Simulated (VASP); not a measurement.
Runs of VASP 6.6.1 on Mg6AlFe. The structure is orthorhombic, space group Amm2 (No. 38). Conventional cell: a = 4.902 Å, b = 5.999 Å, c = 10.640 Å, α = 90.00°, β = 90.00°, γ = 90.00°. Fe (site symmetry mm2) has 2 Al at 2.88 Å and 10 Mg at 2.94 to 3.17 Å as nearest neighbours. Al (site symmetry mm2) is surrounded by 2 Fe at 2.88 Å and 10 Mg at 2.90 to 3.21 Å. Mg (site symmetry mm2) is surrounded by 10 Mg at 2.99 to 3.06 Å and 2 Fe at 3.00 Å. Around Mg (site symmetry m) lie 2 Fe at 2.94 to 3.17 Å and 8 Mg at 2.96 to 3.06 Å and 2 Al at 3.04 Å. Around Mg (site symmetry mm2) lie 10 Mg at 2.99 to 3.06 Å and 2 Al at 3.00 Å. Mg (site symmetry m) is surrounded by 2 Al at 2.90 to 3.21 Å and 8 Mg at 2.91 to 3.09 Å and 2 Fe at 3.02 Å. The cell comes from a database or a generator and needn't be the stable form of this composition.

```tsv
task	level	potentials or basis	spin	U	k mesh	cutoff (eV)	smearing	LDAUTYPE	hund's J	other keys	gap on the mesh (eV)	pressure (GPa)	moment (μB)	largest force (eV/Å)
density of states	RPBE+D4+U	VASP PAW PBE potentials, release 64 (Fe, Al, Mg)	collinear, ferromagnetic start	Fe d U = 2 eV	6 × 5 × 5	520	gaussian 0.01 eV	-	-	NELMIN = 4	none	1.2	(b)	0.16
single point	PBE	VASP PAW PBE potentials, release 64 (Fe_pv, Al, Mg_pv)	collinear, ferromagnetic start	-	6 × 5 × 5	520	gaussian 0.1 eV	-	-	-	none	0.0	2.10	(a)
single point	PBE	VASP PAW PBE potentials, release 64 (Fe, Al, Mg)	collinear, ferromagnetic start	-	6 × 5 × 5	520	fermi-dirac 0.05 eV	-	-	-	none	0.0	2.10	0.13
single point	PBEsol+rVV10+U	VASP PAW PBE potentials, release 64 (Fe, Al, Mg)	collinear, random start	Fe d U = 4 eV, J = 0.9 eV	6 × 5 × 5	520	methfessel-paxton 0.2 eV	1	0.9	-	none	0.6	2.71	0.15
```

Alike in all rows: cell as given.

Question: Fill in the values left out.

Answer: (a) 0.14; (b) 2.55.

Caveats: the PAW data sets were made with another functional, which shifts forces and pressure a little (some runs); pairwise dispersion overbinds metals, which lowers pressure and volume (some runs); the U is typed as a test and isn't derived for this compound (some runs).

A gap of «none» marks a metal or a gap under the smearing width.

The runs don't all hold the same shells in valence.
